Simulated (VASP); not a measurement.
```yaml
crystal:
  lattice:
    - [0.00000, 2.95665, 2.95665]
    - [2.95665, 0.00000, 2.95665]
    - [2.95665, 2.95665, 0.00000]
  atoms:
    - { symbol: Li, position: [0.75000, 0.75000, 0.75000] }
    - { symbol: Li, position: [0.50000, 0.50000, 0.50000] }
```

Method: PBE GGA, VASP's PBE PAW potentials (set 64) (plane waves; VASP). Settings: 520 eV cut-off, 8×8×8 Γ-centred mesh, first-order Methfessel-Paxton smearing of 0.10 eV, potentials Li_sv.

Task: Predict the energy per atom (σ→0), band gap (on the k-mesh) with the smallest direct gap where there is one.

Result: 
```
Quantity                                                     Value
------------------------  ----------------------------------------
band gap (on the k-mesh)  none (metal, semimetal or under 0.01 eV)
energy per atom (σ→0)                               -1.391 eV/atom
```

The absolute energy has meaning only against runs of the same code, potentials and settings.

The structure was generated: Li was put into the diamond type (Fd-3m), which need not be its known phase. The cell was not relaxed at this level.
